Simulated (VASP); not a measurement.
Consider the following.

```
CELL_PARAMETERS angstrom
      4.89995     0.00000     0.00000
      0.00000     4.89995     0.00000
      0.00000     0.00000     4.89995
ATOMIC_POSITIONS crystal
  Ge 0.00000 0.00000 0.00000
  Ge 0.50000 0.50000 0.50000
  Mo 0.25000 0.00000 0.50000
  Mo 0.75000 0.00000 0.50000
  Mo 0.50000 0.75000 0.00000
  Mo 0.50000 0.25000 0.00000
  Mo 0.00000 0.50000 0.75000
  Mo 0.00000 0.50000 0.25000
```

Level of theory: PBEsol GGA, VASP's PBE PAW potentials (set 64) (plane waves; VASP). Numerical set-up: 300 eV cut-off, 5×5×5 Γ-centred mesh, Fermi-Dirac smearing of 0.10 eV, potentials Ge_d Mo_sv.

Give the energies of bands 51 to 64 at the high-symmetry points, in eV from the Fermi level.

| band | Γ | X | M | R |
|---|---|---|---|---|
| 51 | -2.16 | -2.50 | -1.37 | -1.67 |
| 52 | -2.16 | -2.50 | -1.37 | -1.67 |
| 53 | -1.63 | -1.81 | -1.05 | -1.29 |
| 54 | -1.63 | -1.81 | -0.91 | -1.29 |
| 55 | 1.11 | 0.17 | -0.86 | -1.29 |
| 56 | 1.11 | 0.17 | -0.86 | -1.29 |
| 57 | 1.11 | 0.86 | -0.70 | -1.29 |
| 58 | 1.22 | 0.86 | -0.61 | -1.29 |
| 59 | 2.26 | 1.40 | -0.23 | 1.17 |
| 60 | 2.26 | 1.40 | 0.12 | 1.17 |
| 61 | 2.61 | 1.62 | 0.88 | 1.17 |
| 62 | 2.61 | 1.62 | 1.08 | 1.17 |
| 63 | 2.61 | 2.14 | 1.08 | 1.17 |
| 64 | 2.67 | 2.14 | 1.80 | 1.17 |

It has no gap at this level: it comes out as a metal or semimetal.

The structure comes from a computed database's GeMo3 entry (Pm-3n); how it stands against other phases isn't given here. The cell was not relaxed at this level.
